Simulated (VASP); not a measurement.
Here is the system:

```
MnO2
1.0
    4.39940     0.00000     0.00000
    0.00000     4.39940     0.00000
    0.00000     0.00000     2.85211
Mn O
2 4
Direct
  0.00000   0.00000   0.00000
  0.50000   0.50000   0.50000
  0.30352   0.30352   0.00000
  0.80352   0.19648   0.50000
  0.19648   0.80352   0.50000
  0.69648   0.69648   0.00000
```
Starting moments (μB, in the order of the record's atoms Mn Mn O O O O): 2.4 -2.4 0.0 0.0 0.0 0.0.

Level of theory: rev-vdW-DF2, VASP's PBE PAW potentials (set 64) (plane waves; VASP). Settings: 520 eV cut-off, 8×8×12 Γ-centred mesh, tetrahedra with Blöchl corrections, potentials Mn_pv O.

The cores are frozen, which limits the accuracy of field gradients.

**Question.** Give the principal components of the electric field gradient (V/Å²) and the asymmetry η at each nucleus.

**Answer.** 
| atom | Vxx | Vyy | Vzz | η |
|---|---|---|---|---|
| Mn1 | -4.5 | -4.3 | 8.8 | 0.03 |
| Mn2 | -4.5 | -4.3 | 8.8 | 0.03 |
| O3 | 60.3 | 25.4 | -85.7 | 0.41 |
| O4 | 60.3 | 25.4 | -85.7 | 0.41 |
| O5 | 60.3 | 25.4 | -85.7 | 0.41 |
| O6 | 60.3 | 25.4 | -85.7 | 0.41 |

The compound is MnO2 in the rutile structure. It was relaxed first.
